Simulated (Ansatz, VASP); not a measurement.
## ZnIn in two plane-wave programs

One calculation is typed for both programs; each brings its own data sets. How far apart do they land? The cell is generated by rule, not measured, and may not be a known phase. The cell is taken from a series of runs on this material, whose earlier steps may have relaxed, scaled, displaced or heated it; both programs get it as it stands.

Method: plane waves, with VASP 6.6.1 beside it; zone-centre phonons at PBE, in Ansatz 0.2.0.

The structure was built from a prototype and need not be the compound's stable phase.

### Step 1. Set-up

It takes space group Fm-3m (No. 225, cubic). Conventional cell: a = 5.733 Å, b = 5.733 Å, c = 5.733 Å, α = 90.00°, β = 90.00°, γ = 90.00°. In has 6 Zn at 2.87 Å nearest. Nearest to Zn lie 6 In at 2.87 Å. Farther neighbours are not listed.

### Step 2. VASP: zone-centre phonons, PBE

Second derivatives magnify differences that forces hide, and they need a tight electronic threshold.

Lines of VASP's logs that name or quote its potential files are left out, and so is its time.

Input file INCAR:

```
SYSTEM = ZnIn
PREC = Accurate
ENCUT = 500
EDIFF = 1E-08
NELM = 120
ISMEAR = 1
SIGMA = 0.15
LREAL = .FALSE.
ALGO = Normal
GGA = PE
NBANDS = 18
LORBIT = 11
LWAVE = .FALSE.
LCHARG = .FALSE.
ISIF = 2
IBRION = 8
LASPH = .TRUE.
GGA_COMPAT = .FALSE.
KPAR = 2
```

Input file POSCAR:

```
ZnIn
1.0
    0.0000000000      2.8666777515      2.8666777515
    2.8666777515      0.0000000000      2.8666777515
    2.8666777515      2.8666777515      0.0000000000
In Zn
1 1
Direct
    0.0000000000      0.0000000000      0.0000000000
    0.5000000000      0.5000000000      0.5000000000
```

Input file KPOINTS:

```
Automatic mesh
0
Gamma
12 12 12
0 0 0
```

PAW data sets: In_d and Zn (PBE family, release 64).

Command:

```sh
$ mpirun -np 2 vasp_std
```

Numbers of over 12 decimals in the logs are rounded to 6 here.

Log:

```text
[banner, memory and clock lines left out]
running    2 mpi-ranks, on    1 nodes
 distrk:  each k-point on    1 cores,    2 groups
 distr:  one band on    1 cores,    1 groups

 POSCAR found type information on POSCAR InZn
 POSCAR found :  2 types and       2 ions
 LDA part: xc-table for (Slater+PW92), standard interpolation
 POSCAR, INCAR and KPOINTS ok, starting setup
 FFT: planning ... GRIDC
 FFT: planning ... GRID_SOFT
 FFT: planning ... GRID
 WAVECAR not read
 entering main loop
       N       E                     dE             d eps       ncg     rms          rms(c)
DAV:   1     0.154426670920E+03    0.15443E+03   -0.12023E+04  2600   0.182E+03
DAV:   2     0.521734006375E+01   -0.14921E+03   -0.14695E+03  2604   0.340E+02
DAV:   3    -0.326686254832E+01   -0.84842E+01   -0.84538E+01  3016   0.946E+01
DAV:   4    -0.344181598229E+01   -0.17495E+00   -0.17488E+00  2970   0.136E+01
DAV:   5    -0.345074207996E+01   -0.89261E-02   -0.89256E-02  3438   0.281E+00    0.296E+00
DAV:   6    -0.335281106850E+01    0.97931E-01   -0.47675E-01  2858   0.130E+01    0.184E+00
DAV:   7    -0.334588527029E+01    0.69258E-02   -0.31867E-02  3248   0.301E+00    0.886E-01
DAV:   8    -0.334386691983E+01    0.20184E-02   -0.51509E-03  3392   0.875E-01    0.138E-01
DAV:   9    -0.334381587155E+01    0.51048E-04   -0.60321E-04  3462   0.385E-01    0.501E-02
DAV:  10    -0.334383048440E+01   -0.14613E-04   -0.60827E-05  2828   0.897E-02    0.133E-02
DAV:  11    -0.334383272831E+01   -0.22439E-05   -0.63655E-06  3754   0.344E-02    0.426E-03
DAV:  12    -0.334383296481E+01   -0.23650E-06   -0.99079E-07  3206   0.118E-02    0.291E-03
DAV:  13    -0.334383293382E+01    0.30986E-07   -0.58938E-08  2856   0.234E-03    0.438E-04
DAV:  14    -0.334383289941E+01    0.34418E-07   -0.16717E-09  1554   0.418E-04    0.313E-04
DAV:  15    -0.334383289453E+01    0.48794E-08   -0.55088E-10  1446   0.359E-04
   1 F= -.33438329E+01 E0= -.33443365E+01  d E =0.151071E-02
 Linear response reoptimize wavefunctions to high precision
DAV:   1    -0.334383289151E+01    0.30195E-08   -0.14954E-10  1498   0.150E-04
DAV:   2    -0.334383289152E+01   -0.13642E-10   -0.64181E-11  1412   0.822E-05
 Linear response DOF=           2
 Linear response progress:
  Degree of freedom:   1/  2
       N       E                     dE             d eps       ncg     rms          rms(c)
RMM:   1    -0.232206138614E+00   -0.23221E+00   -0.14771E-01  8629   0.376E+00
RMM:   2    -0.234795661635E+00   -0.25895E-02   -0.11323E-02  9642   0.757E-01    0.509E-02
RMM:   3    -0.234809400911E+00   -0.13739E-04   -0.11341E-03 10123   0.230E-01    0.197E-02
RMM:   4    -0.234707982675E+00    0.10142E-03   -0.10588E-04 10538   0.780E-02    0.185E-02
RMM:   5    -0.234688793863E+00    0.19189E-04   -0.14901E-05 10473   0.299E-02    0.673E-03
RMM:   6    -0.234684169178E+00    0.46247E-05   -0.27498E-06 10469   0.126E-02    0.231E-03
RMM:   7    -0.234685263953E+00   -0.10948E-05   -0.54398E-07 10264   0.503E-03    0.110E-03
RMM:   8    -0.234684236959E+00    0.10270E-05   -0.84646E-08 10725   0.228E-03    0.468E-04
RMM:   9    -0.234683541236E+00    0.69572E-06    0.26698E-07 10658   0.113E-03    0.129E-04
RMM:  10    -0.234683986442E+00   -0.44521E-06    0.74468E-07 10674   0.605E-04    0.124E-04
RMM:  11    -0.234684078391E+00   -0.91949E-07    0.43485E-07 11028   0.332E-04    0.991E-05
RMM:  12    -0.234684345747E+00   -0.26736E-06    0.21828E-07 10955   0.201E-04    0.666E-05
RMM:  13    -0.234684217652E+00    0.12810E-06    0.11122E-07 10638   0.126E-04    0.672E-05
RMM:  14    -0.234684251489E+00   -0.33836E-07    0.39874E-08 11161   0.854E-05    0.240E-05
RMM:  15    -0.234684262277E+00   -0.10789E-07    0.59495E-09 10580   0.654E-05    0.808E-06
RMM:  16    -0.234684265511E+00   -0.32332E-08    0.11668E-08  9235   0.539E-05    0.843E-07
 first order change of Fermi-energy  -0.19817E-04
 force on displaced ion       1 direction 1 :  -2.321   0.000   0.000
 Linear response progress:
  Degree of freedom:   2/  2
       N       E                     dE             d eps       ncg     rms          rms(c)
RMM:   1    -0.210625356115E+00   -0.21063E+00   -0.33212E-02  7733   0.167E+00
RMM:   2    -0.209640283240E+00    0.98507E-03   -0.64622E-03  8726   0.856E-01    0.403E-02
RMM:   3    -0.209571101994E+00    0.69181E-04   -0.11058E-03  9538   0.327E-01    0.202E-02
RMM:   4    -0.209461439734E+00    0.10966E-03   -0.19915E-04  9857   0.144E-01    0.556E-03
RMM:   5    -0.209433137089E+00    0.28303E-04   -0.46747E-05 10149   0.658E-02    0.344E-03
RMM:   6    -0.209437012517E+00   -0.38754E-05   -0.10101E-05 10245   0.315E-02    0.114E-03
RMM:   7    -0.209436445920E+00    0.56660E-06   -0.27077E-06 10412   0.155E-02    0.173E-03
RMM:   8    -0.209435082025E+00    0.13639E-05   -0.77275E-07 10627   0.765E-03    0.410E-03
RMM:   9    -0.209435551353E+00   -0.46933E-06   -0.22146E-07  9966   0.426E-03    0.462E-04
RMM:  10    -0.209435701916E+00   -0.15056E-06   -0.13598E-07 11033   0.217E-03    0.363E-04
RMM:  11    -0.209435943218E+00   -0.24130E-06   -0.14232E-08 10981   0.116E-03    0.419E-04
RMM:  12    -0.209435896806E+00    0.46413E-07   -0.36138E-09 11203   0.580E-04    0.276E-04
RMM:  13    -0.209435975157E+00   -0.78351E-07    0.37787E-10 10901   0.336E-04    0.140E-05
RMM:  14    -0.209435953635E+00    0.21522E-07    0.14738E-10 11312   0.184E-04    0.112E-05
RMM:  15    -0.209435949435E+00    0.41992E-08   -0.34090E-09 11329   0.108E-04    0.244E-06
 first order change of Fermi-energy  -0.32942E-04
 force on displaced ion       2 direction 1 :  -2.357   0.000   0.000
 Linear response finished
```

OUTCAR, selected parts (step 2):

```text
ion  position               nearest neighbor table
   1  0.000  0.000  0.000-   2 2.87   2 2.87   2 2.87   2 2.87   2 2.87   2 2.87
   2  0.500  0.500  0.500-   1 2.87   1 2.87   1 2.87   1 2.87   1 2.87   1 2.87

  LATTYP: Found a face centered cubic cell.
 ALAT       =     5.7333555030

 Subroutine GETGRP returns: Found 48 space group operations
 (whereof 48 operations were pure point group operations)

The static configuration has the point symmetry O_h .

 Found     72 irreducible k-points:

   k-points           NKPTS =     72   k-points in BZ     NKDIM =     72   number of bands    NBANDS=     18

   dimension x,y,z NGX =    30 NGY =   30 NGZ =   30
   dimension x,y,z NGXF=    60 NGYF=   60 NGZF=   60

   ENCUT  =  500.0 eV  36.75 Ry    6.06 a.u.   7.39  7.39  7.39*2*pi/ulx,y,z

   NELECT =      25.0000    total number of electrons

 k-points in reciprocal lattice and weights: Automatic mesh
   0.00000000  0.00000000  0.00000000       0.001
   0.08333333  0.00000000  0.00000000       0.005
   0.16666667  0.00000000  0.00000000       0.005
   0.25000000  0.00000000  0.00000000       0.005
   0.33333333  0.00000000  0.00000000       0.005
   0.41666667  0.00000000  0.00000000       0.005
   0.50000000  0.00000000  0.00000000       0.002
   0.08333333  0.08333333  0.00000000       0.003
   0.16666667  0.08333333  0.00000000       0.014
[...]
-0.33333333  0.50000000  0.16666667       0.007
  -0.25000000  0.50000000  0.25000000       0.003

 average (electrostatic) potential at core
       1 -96.7130       2 -35.1388

  Total        0.0168177      0.0168177      0.0168177      0.0000000      0.0000000      0.0000000
  in kB        0.5718883      0.5718883      0.5718883      0.0000000      0.0000000      0.0000000
  external PRESSURE =       0.5718883 kB  Pullay stress =       0.0000000 kB

  energy-cutoff  :      500.00
  volume of cell :       47.12
      direct lattice vectors                 reciprocal lattice vectors
     0.000000000  2.866677752  2.866677752    -0.174417930  0.174417930  0.174417930
     2.866677752  0.000000000  2.866677752     0.174417930 -0.174417930  0.174417930
     2.866677752  2.866677752  0.000000000     0.174417930  0.174417930 -0.174417930

 POSITION                                       TOTAL-FORCE (eV/Angst)
 -----------------------------------------------------------------------------------
      0.00000      0.00000      0.00000        -0.000000     -0.000000      0.000000
      2.86668      2.86668      2.86668         0.000000      0.000000      0.000000
 -----------------------------------------------------------------------------------
    total drift:                                0.000000      0.000000      0.000000

 Eigenvectors and eigenvalues of the dynamical matrix
 ----------------------------------------------------

   1 f  =    3.707785 THz    23.296702 2PiTHz  123.678405 cm-1    15.334161 meV
             X         Y         Z           dx          dy          dz
      0.000000  0.000000  0.000000     0.000000    0.599417    0.000000
      2.866678  2.866678  2.866678     0.000000   -0.800437    0.000000

   2 f  =    3.707785 THz    23.296702 2PiTHz  123.678405 cm-1    15.334161 meV
             X         Y         Z           dx          dy          dz
      0.000000  0.000000  0.000000    -0.599417    0.000000    0.000000
      2.866678  2.866678  2.866678     0.800437    0.000000    0.000000

   3 f  =    3.707785 THz    23.296702 2PiTHz  123.678405 cm-1    15.334161 meV
             X         Y         Z           dx          dy          dz
      0.000000  0.000000  0.000000     0.000000    0.000000   -0.599417
      2.866678  2.866678  2.866678     0.000000    0.000000    0.800437

   4 f/i=    0.013714 THz     0.086169 2PiTHz    0.457459 cm-1     0.056718 meV
             X         Y         Z           dx          dy          dz
      0.000000  0.000000  0.000000     0.800437    0.000000    0.000000
      2.866678  2.866678  2.866678     0.599417    0.000000    0.000000

   5 f/i=    0.013714 THz     0.086169 2PiTHz    0.457459 cm-1     0.056718 meV
             X         Y         Z           dx          dy          dz
      0.000000  0.000000  0.000000     0.000000   -0.800437    0.000000
      2.866678  2.866678  2.866678     0.000000   -0.599417    0.000000

   6 f/i=    0.013714 THz     0.086169 2PiTHz    0.457459 cm-1     0.056718 meV
             X         Y         Z           dx          dy          dz
      0.000000  0.000000  0.000000     0.000000    0.000000    0.800437
      2.866678  2.866678  2.866678     0.000000    0.000000    0.599417

 ELASTIC MODULI CONTR FROM IONIC RELAXATION (kBar)
 Direction    XX          YY          ZZ          XY          YZ          ZX
 --------------------------------------------------------------------------------
 XX           0.0000      0.0000      0.0000      0.0000      0.0000      0.0000
 YY           0.0000      0.0000      0.0000      0.0000      0.0000      0.0000
 ZZ           0.0000      0.0000      0.0000      0.0000      0.0000      0.0000
 XY           0.0000      0.0000      0.0000      0.0000      0.0000      0.0000
 YZ           0.0000      0.0000      0.0000      0.0000      0.0000      0.0000
 ZX           0.0000      0.0000      0.0000      0.0000      0.0000      0.0000
 --------------------------------------------------------------------------------
```

This run has no spin polarisation. Its electron count is odd, so without a moment it is a metal by construction.

### Step 3. Ansatz: zone-centre phonons, PBE

Ansatz runs on its NC files.

The same cell, functional, mesh and smearing now go to Ansatz, which takes its cutoff from its data sets.

Input file input.yaml:

```yaml
crystal:
  lattice:
    - [0.0, 2.8666777515, 2.8666777515]
    - [2.8666777515, 0.0, 2.8666777515]
    - [2.8666777515, 2.8666777515, 0.0]
  atoms:
    - { symbol: In, position: [0.0, 0.0, 0.0] }
    - { symbol: Zn, position: [0.5, 0.5, 0.5] }
kpoints:
  mp_grid: { grid: [12, 12, 12] }
hamiltonian:
  xc: pbe
  pseudopotentials: { kind: nc }
scf:
  occupations: { method: methfessel_paxton, width: 0.15 }
output:
  eigenvalues: true
phonons:
  method: dfpt
```

Command:

```sh
$ ansatz run input.yaml --threads 4 --pin off --max-ram 7168MiB --backend cpu --events-out ev --progress --plain --runs-dir out
```

Log:

```text
Engine: ansatz 0.2.0, aarch64-unknown-linux-gnu
Pseudopotentials: kind: nc
Pseudopotential: In, nc, valence charge 13, recommended cutoff 952.398519 eV (normal), In.nc.azcp
Pseudopotential: Zn, nc, valence charge 20, recommended cutoff 1142.878222 eV (normal), Zn.nc.azcp
Functional definition: PBE
  parameter kappa = 0.804
  parameter beta = 0.066725
  exchange = pbe_x(kappa = kappa, mu = beta*pi^2/3)
  correlation = pbe_c(beta = beta)
Crystal: 2 atoms, lattice volume = 47.116 Å³
Basis set: ecut = 1142.878222 eV, 4111 PW (Γ), exchange–correlation on 90×90×90 points (8 copies of the dense FFT grid, shifted against one another)
Bands: 21, of which v1, the nominal top of the filled ones, is band 17 counted from 1 (16 counted from 0)
Symmetry: 48 space group operations
k-points: 163 of 1728 (irreducible under 8 space group operations, time reversal used)
Non-local potential: In, projectors of the file, l = 0: 2, l = 1: 2, l = 2: 2, l = 3: 1
Non-local potential: Zn, projectors of the file, l = 0: 2, l = 1: 2, l = 2: 2, l = 3: 1
Initial density: superposition of atomic densities (chi_scale 0.1, normalization cell, long waves kept (reshape's long-wave potential 0.00 eV rms))
Initial wavefunctions: pseudopotential atomic-orbital guess
Functional: x = pbe(κ = 0.804, μ = 0.219515), c = pbe(β = 0.066725)
SCF iter   1: F=—  HF=-7494.934140 eV  |F-HF|=—  |Δ(HF+E_count)|=         —  Δρ=2.01e-2  dr2=2.32e-1  ethr=3.10e-3  ⟨swp⟩=5.3  Hψ=15008  notcnv=0
preconditioner: auto → Kerker (q_TF=auto, 2.571 Å⁻¹)  [metal: Δε(μ)=0.090 eV  Ē_g=13.834 eV  σ=0.150 eV  W_gap=0.48  n_scr=14 (ndim 8)  ℏωp=27.0 eV  f_vac=0.000  D(μ)=0.64/eV (n_scr^D=0)]
SCF iter   2: F=—  HF=-7494.876497 eV  |F-HF|=—  |Δ(HF+E_count)|=   5.76e-2  S|Δr|=    0.00e0  Δρ=1.15e-2  dr2=7.50e-2  ethr=7.02e-4  ⟨swp⟩=1.0  Hψ=4729  notcnv=0  defer=1
SCF iter   3: F=—  HF=-7494.857295 eV  |F-HF|=—  |Δ(HF+E_count)|=   1.92e-2  S|Δr|=    0.00e0  Δρ=3.76e-3  dr2=5.01e-3  ethr=2.27e-4  ⟨swp⟩=2.1  Hψ=5032  notcnv=0  defer=3
SCF iter   4: F=—  HF=-7494.856763 eV  |F-HF|=—  |Δ(HF+E_count)|=   5.33e-4  S|Δr|=    0.00e0  Δρ=1.12e-3  dr2=5.79e-4  ethr=1.52e-5  ⟨swp⟩=2.7  Hψ=5632  notcnv=0  defer=32
SCF iter   5: F=—  HF=-7494.856747 eV  |F-HF|=—  |Δ(HF+E_count)|=   1.56e-5  S|Δr|=    0.00e0  Δρ=4.31e-4  dr2=6.56e-5  ethr=1.75e-6  ⟨swp⟩=2.9  Hψ=6225  notcnv=0  defer=32
SCF iter   6: F=—  HF=-7494.856802 eV  |F-HF|=—  |Δ(HF+E_count)|=   5.47e-5  S|Δr|=    0.00e0  Δρ=2.43e-4  dr2=1.14e-5  ethr=1.99e-7  ⟨swp⟩=2.1  Hψ=5587  notcnv=0  defer=32
SCF iter   7: F=—  HF=-7494.856798 eV  |F-HF|=—  |Δ(HF+E_count)|=   4.32e-6  S|Δr|=    0.00e0  Δρ=4.09e-5  dr2=4.62e-7  ethr=3.46e-8  ⟨swp⟩=2.2  Hψ=5906  notcnv=0  defer=32
SCF iter   8: F=—  HF=-7494.856627 eV  |F-HF|=—  |Δ(HF+E_count)|=   1.71e-4  S|Δr|=    0.00e0  Δρ=6.24e-6  dr2=1.43e-8  ethr=1.40e-9  ⟨swp⟩=3.6  Hψ=7898  notcnv=0  defer=40
SCF iter   9: F=—  HF=-7494.856627 eV  |F-HF|=—  |Δ(HF+E_count)|=   1.63e-8  S|Δr|=    0.00e0  Δρ=1.10e-6  dr2=5.37e-10  ethr=4.34e-11  ⟨swp⟩=2.7  Hψ=6017  notcnv=0  defer=40
SCF iter  10: F=—  HF=-7494.856627 eV  |F-HF|=—  |Δ(HF+E_count)|=  3.26e-10  S|Δr|=    0.00e0  Δρ=1.83e-7  dr2=1.10e-11  ethr=1.63e-12  ⟨swp⟩=2.8  Hψ=5932  notcnv=0  defer=40
SCF iter  11: F=-7494.856627 eV  HF=-7494.856627 eV  |F-HF|=5.46e-12  |Δ(HF+E_count)|=  7.28e-12  S|Δr|=    0.00e0  Δρ=3.78e-8  dr2=4.74e-13  ethr=1.00e-12  ⟨swp⟩=11.8  Hψ=22117  notcnv=0
SCF 1 converged in 11 iterations: F = -7494.856627 eV  dr2 = 4.74e-13
DFPT response loops at Γ: preconditioner auto → Kerker (q_TF=auto, 2.571 Å⁻¹) (partly filled bands, converged f_vac=0.000); β = 1.00, the filter's whole step (`scf.mixing.beta` (0.50) is not read by the response loops under this deck's `scf.mixing.preconditioner`; to damp them name `kerker` or `kerker_dos`, under which they read `scf.mixing.beta`, and type it under 1.00, their step now; both keys bind the ground state too); Broyden in place of MSR1
SCF converged after 11 iterations
Stability not checked: this state was not tested for a lower state beside it, because cold or Methfessel-Paxton smearing, or corrected tetrahedra, fill the levels in a way that the test cannot read (fill_not_monotonic; see scf.lower_state_search)
Free energy (F): -7494.856627 eV
Harris-Foulkes:  -7494.856627 eV  (|F-HF|=5.46e-12)
Internal energy: -7494.858125 eV  (E = F + TS)
E sigma→0 (E₀):  -7494.857001 eV
Entropy (-TS):   0.001498 eV (0.749 meV/atom)
Fermi energy:    10.079978 eV
--- Per-component energies (eV) ---
  E_band       = -637.110965
  E_kinetic    = 3644.191380
  E_local      = -7005.778968  (includes V_loc(G=0)·N_el)
  E_nonlocal   = -1707.423399
  E_hartree    = 2716.947084
  E_xc         = -1155.136389
  E_vxc        = -1001.994149  (∫ρ·V_xc dr)
  E_ewald      = -3987.657834
  E_smearing   = 0.001498  (= −TS)
  E_closure    = -0.000000  (closes the sum)
  Σ components = -7494.856627   (vs F -7494.856627, Δ=0.00e0)
--- Band table (eV; the first three rows and the last of 163) ---
  k-point 0: bands = [... 13 lower, 2.9618, 2.9618, 13.5619, 13.5619, 13.5619, 15.5540, 18.6163, 18.6163]
  k-point 1: bands = [... 13 lower, 2.9552, 2.9552, 12.5414, 13.5516, 13.5516, 16.1539, 17.9829, 18.7188]
  k-point 2: bands = [... 13 lower, 2.9560, 2.9560, 10.8579, 13.5444, 13.5444, 16.2829, 17.7315, 17.7315]
  k-point 162: bands = [... 13 lower, 3.0122, 6.4233, 7.0655, 8.2376, 8.2376, 16.2896, 16.5104, 18.7993]
--- Phonons (Γ-DFPT): 2 representative perturbations + reference, on 163 of 1728 k-points (Σ response iterations 7) ---
  k mesh reduced under 8 symmetry operations, with k and −k counted as one. Each operation leaves every solved perturbation unchanged. A smaller set is not used because it would not reduce the number of displacements times k-points to solve
  ASR residual: 1.091e-5 → 0.000e0 eV/Å²; symmetrization residual: 5.636e-6 eV/Å²
  ASR residual per site (eV/Å²): 1.09e-5 8.24e-6
  Γ frequencies (cm⁻¹): 0.00 0.00 0.00 123.20 123.20 123.20
  non-analytic LO–TO correction: not included (Born effective charges unavailable; polar crystals: no LO–TO splitting at Γ)
```

Reading the cycles: dr2 is the Hartree energy of the density residual (eV), the measure of convergence; HF is the Harris–Foulkes estimate of the energy, which meets the free energy F at convergence.

### Step 4. Comparison

Known differences besides the potentials themselves: the data sets hold 33 valence electrons in Ansatz (on its NC files) and 25 in VASP; the cutoff is 1142.88 eV in Ansatz and 500 eV in VASP. Total energies have different zeros and are not compared.

The two programs side by side:

```csv
quantity,Ansatz,VASP,difference
optical mode 1 to 3 (cm⁻¹),123.2,123.7,-0.39 %
```

Modes are paired by rising frequency, not by their patterns, so a pair may set unlike modes beside each other; they are those without the splitting of longitudinal modes.

### Step 5. Results

```
r.m.s. difference of the optical zone-centre modes, each program's sorted by frequency (zone-centre phonons, PBE) : 0.48 cm⁻¹
```

What this shows: The r.m.s. difference of the optical zone-centre modes, each program's sorted by frequency is 0.48 cm⁻¹ (zone-centre phonons, PBE). The data sets hold unlike numbers of valence electrons (33 in Ansatz and 25 in VASP), so part of the differences comes from the potentials. How closely two codes agree says nothing of how well the functional describes the real material.

[Lines on the potential files, build, host, timing and source positions are cut from VASP's logs without a mark.]

[Logs are printed without paths, hosts, clocks, repeated set-up lines and the standing remarks that a program may print on its own settings, such as how far it seeks lower states.]

[Hosts, paths, dates, database ids (printed as entryN), source tags and the programs' standing remarks are cut or masked in the printed files.]
